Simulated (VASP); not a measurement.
Here is the system:

```
CELL_PARAMETERS angstrom
      4.18389     0.00000     0.00000
      0.00000     4.18389     0.00000
      0.00000     0.00000     4.18389
ATOMIC_POSITIONS crystal
  Ba 0.00000 0.00000 0.00000
  Hf 0.50000 0.50000 0.50000
  O  0.50000 0.00000 0.50000
  O  0.00000 0.50000 0.50000
  O  0.50000 0.50000 0.00000
```

Level of theory: PBE GGA with D3 dispersion (zero damping), VASP's PBE PAW potentials (set 64) (plane waves; VASP). Run with 520 eV cut-off, Gaussian smearing of 0.050 eV, potentials Ba_sv Hf_pv O.

Unless said otherwise, spin-orbit coupling is left out, though it shifts the bands of the heavy elements here.

Task: Give the energies of bands 11 to 22 at the high-symmetry points, in eV from the valence-band maximum.

Result: 
| band | Γ | X | M | R |
|---|---|---|---|---|
| 11 | -1.68 | -3.92 | -4.23 | -4.40 |
| 12 | -1.68 | -2.07 | -3.76 | -3.71 |
| 13 | -1.68 | -2.07 | -3.72 | -3.71 |
| 14 | -0.97 | -1.81 | -2.39 | -2.51 |
| 15 | -0.97 | -1.71 | -2.39 | -2.51 |
| 16 | -0.97 | -1.71 | -1.03 | -2.51 |
| 17 | -0.23 | -1.67 | -0.93 | 0.00 |
| 18 | -0.23 | -0.54 | -0.93 | 0.00 |
| 19 | -0.23 | -0.54 | -0.08 | 0.00 |
| 20 | 3.57 | 4.12 | 6.21 | 6.00 |
| 21 | 3.57 | 6.31 | 6.21 | 6.00 |
| 22 | 3.57 | 6.31 | 6.55 | 6.00 |

The gap is indirect, 3.57 eV, from the valence maximum at R to the conduction minimum at Γ.

The compound is BaHfO3 in the cubic perovskite structure. It was relaxed first.
